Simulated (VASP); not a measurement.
All values below come from r2SCAN meta-GGA, VASP's PBE PAW potentials (set 64) (plane waves; VASP).

The input files of a VASP run:

### POSCAR
```
Zr
1.0
 -1.7896112980   1.7896112980   1.7896112980
  1.7896112980  -1.7896112980   1.7896112980
  1.7896112980   1.7896112980  -1.7896112980
Zr
1
Direct
  0.0000000000   0.0000000000   0.0000000000
```

**KPOINTS**
```
Automatic mesh
0
Gamma
16 16 16
0 0 0
```

**KPOINTS_OPT**
```
k-points along high-symmetry lines
10
Line-mode
Reciprocal
  0.000000   0.000000   0.000000 ! GAMMA
  0.500000  -0.500000   0.500000 ! H

  0.500000  -0.500000   0.500000 ! H
  0.000000   0.000000   0.500000 ! N

  0.000000   0.000000   0.500000 ! N
  0.000000   0.000000   0.000000 ! GAMMA

  0.000000   0.000000   0.000000 ! GAMMA
  0.250000   0.250000   0.250000 ! P

  0.250000   0.250000   0.250000 ! P
  0.500000  -0.500000   0.500000 ! H

  0.250000   0.250000   0.250000 ! P
  0.000000   0.000000   0.500000 ! N
```

**INCAR**
```
! general
SYSTEM  = Zr
PREC    = Accurate
ENCUT   = 400   ! plane-wave cut-off (eV)
LREAL   = F   ! projection in real space or not
LASPH   = T   ! aspherical one-centre terms

! electronic loop
EDIFF   = 1E-7   ! SCF stop (eV)
NELM    = 100   ! most electronic steps
ALGO    = Normal
LMAXMIX = 4   ! l cut-off of mixed one-centre charges
LMIXTAU = T

! smearing
ISMEAR  = -5   ! tetrahedra, Bloechl

! functional
METAGGA = R2SCAN

! ions
ISIF    = 2

! output
LWAVE   = F
LCHARG  = F
LORBIT  = 11   ! lm-projected
NEDOS   = 601   ! DOS grid
```

POTCAR, in this order: Zr_sv (PBE.64 set). Program: vasp_std.

Output

**OSZICAR**
```
       N       E                     dE             d eps       ncg     rms          rms(c)
DAV:   1     0.546153093663E+02    0.54615E+02   -0.63169E+03  2908   0.102E+03
DAV:   2    -0.262153563326E+02   -0.80831E+02   -0.79566E+02  3178   0.281E+02
DAV:   3    -0.292472515199E+02   -0.30319E+01   -0.29852E+01  4260   0.452E+01
DAV:   4    -0.293235588713E+02   -0.76307E-01   -0.76027E-01  3452   0.703E+00
DAV:   5    -0.293274394532E+02   -0.38806E-02   -0.38729E-02  4100   0.974E-01    0.131E+01
DAV:   6    -0.217026966108E+02    0.76247E+01   -0.45423E+00  3884   0.195E+01    0.256E+00
DAV:   7    -0.230649805352E+02   -0.13623E+01   -0.32980E-01  3064   0.667E+00    0.145E+00
DAV:   8    -0.220254251621E+02    0.10396E+01   -0.10571E+00  3288   0.917E+00    0.157E+00
DAV:   9    -0.226136714834E+02   -0.58825E+00   -0.85260E-01  3106   0.673E+00    0.586E-01
DAV:  10    -0.226145955590E+02   -0.92408E-03   -0.10208E-02  3328   0.120E+00    0.461E-01
DAV:  11    -0.225893090662E+02    0.25286E-01   -0.45586E-03  4246   0.668E-01    0.583E-01
DAV:  12    -0.226312846849E+02   -0.41976E-01   -0.84474E-03  3340   0.122E+00    0.207E-01
DAV:  13    -0.226305732686E+02    0.71142E-03   -0.23598E-03  3112   0.597E-01    0.144E-01
DAV:  14    -0.226305652748E+02    0.79938E-05   -0.35509E-04  4284   0.121E-01    0.146E-01
DAV:  15    -0.226306116579E+02   -0.46383E-04   -0.47339E-05  3148   0.740E-02    0.171E-01
DAV:  16    -0.226306300933E+02   -0.18435E-04   -0.15453E-04  3248   0.137E-01    0.136E-01
DAV:  17    -0.226306000609E+02    0.30032E-04   -0.21127E-04  3386   0.150E-01    0.113E-01
DAV:  18    -0.226305910881E+02    0.89728E-05   -0.33959E-05  3106   0.634E-02    0.953E-02
DAV:  19    -0.226305629318E+02    0.28156E-04   -0.68934E-05  4442   0.865E-02    0.530E-02
DAV:  20    -0.226305572892E+02    0.56426E-05   -0.11259E-05  3420   0.348E-02    0.322E-02
DAV:  21    -0.226305527922E+02    0.44970E-05   -0.34605E-06  4276   0.205E-02    0.143E-02
DAV:  22    -0.226305529019E+02   -0.10973E-06   -0.11977E-06  3638   0.127E-02    0.293E-03
DAV:  23    -0.226305515816E+02    0.13203E-05   -0.80083E-08  1996   0.345E-03    0.672E-04
DAV:  24    -0.226305521085E+02   -0.52693E-06   -0.17476E-08  1524   0.182E-03    0.737E-04
DAV:  25    -0.226305517670E+02    0.34153E-06   -0.14894E-08  1506   0.136E-03    0.486E-04
DAV:  26    -0.226305517868E+02   -0.19817E-07   -0.20671E-09  1506   0.474E-04
   1 F= -.22630552E+02 E0= -.22630552E+02  d E =0.000000E+00
       N       E                     dE             ncg
```

OUTCAR:
```
------------------------ aborting loop because EDIFF is reached ----------------------------------------
  FORCE on cell =-STRESS in cart. coord.  units (eV):
  Direction    XX          YY          ZZ          XY          YZ          ZX
  --------------------------------------------------------------------------------------
  Total       -0.0249700     -0.0249700     -0.0249700      0.0000000     -0.0000000     -0.0000000
  in kB       -1.7449934     -1.7449934     -1.7449934      0.0000000     -0.0000000     -0.0000000
  external PRESSURE =      -1.7449934 kB  Pullay stress =       0.0000000 kB
  volume of cell :       22.93
      direct lattice vectors                 reciprocal lattice vectors
    -1.789611298  1.789611298  1.789611298     0.000000000  0.279390279  0.279390279
     1.789611298 -1.789611298  1.789611298     0.279390279  0.000000000  0.279390279
     1.789611298  1.789611298 -1.789611298     0.279390279  0.279390279  0.000000000
 POSITION                                       TOTAL-FORCE (eV/Angst)
 -----------------------------------------------------------------------------------
      0.00000      0.00000      0.00000        -0.000000      0.000000      0.000000
 -----------------------------------------------------------------------------------
    total drift:                                0.000000     -0.000000     -0.000000
  FREE ENERGIE OF THE ION-ELECTRON SYSTEM (eV)
  ---------------------------------------------------
  free  energy   TOTEN  =       -22.6305517868 eV

  energy  without entropy=      -22.6305517868  energy(sigma->0) =      -22.63055179

 total charge

# of ion       s       p       d       tot
------------------------------------------
    1        2.220   5.958   1.651   9.828
```
(Selected blocks of OUTCAR.)

File OUTCAR:
```
 val. band max:        8.9146153477   @ k =  -0.3125   0.3125   0.1250

 cond. band min:       8.9175946968   @ k =   0.3125   0.2500   0.0000


 Fermi energy:         8.9077748628

 k-point     1 :       0.0000    0.0000    0.0000
  band No.  band energies     occupation
      1     -41.2619      2.00000
      2     -18.0397      2.00000
      3     -18.0397      2.00000
      4     -18.0397      2.00000
      5       3.1693      2.00000
      6      10.2291      0.00000
      7      10.2291      0.00000
      8      10.2291      0.00000
      9      12.7922      0.00000
     10      12.7922      0.00000

 k-point     2 :       0.0625    0.0000    0.0000
  band No.  band energies     occupation
      1     -41.2554      2.00000
      2     -18.0831      2.00000
      3     -18.0525      2.00000
      4     -18.0399      2.00000
      5       3.3119      2.00000
      6      10.1303      0.00000
      7      10.1934      0.00000
      8      10.3643      0.00000
      9      12.6372      0.00000
     10      12.7896      0.00000

 k-point     3 :       0.1250    0.0000    0.0000
  band No.  band energies     occupation
      1     -41.2368      2.00000
      2     -18.2058      2.00000
      3     -18.0892      2.00000
      4     -18.0410      2.00000
      5       3.7194      2.00000
      6       9.8646      0.00000
      7      10.0397      0.00000
      8      10.7639      0.00000
      9      12.3509      0.00000
     10      12.7932      0.00000

 k-point     4 :       0.1875    0.0000    0.0000
  band No.  band energies     occupation
      1     -41.2089      2.00000
      2     -18.3854      2.00000
      3     -18.1436      2.00000
      4     -18.0426      2.00000
      5       4.3311      2.00000
      6       9.5033      0.00000
      7       9.7206      0.00000
      8      11.4101      0.00000
      9      12.2291      0.00000
     10      12.8290      0.00000

 k-point     5 :       0.2500    0.0000    0.0000
...
```

For a metal the tetrahedron method with Blöchl corrections gives inexact stress and forces.

The structure was generated: Zr was put into the bcc type (Im-3m), which need not be its known phase. It was relaxed first.
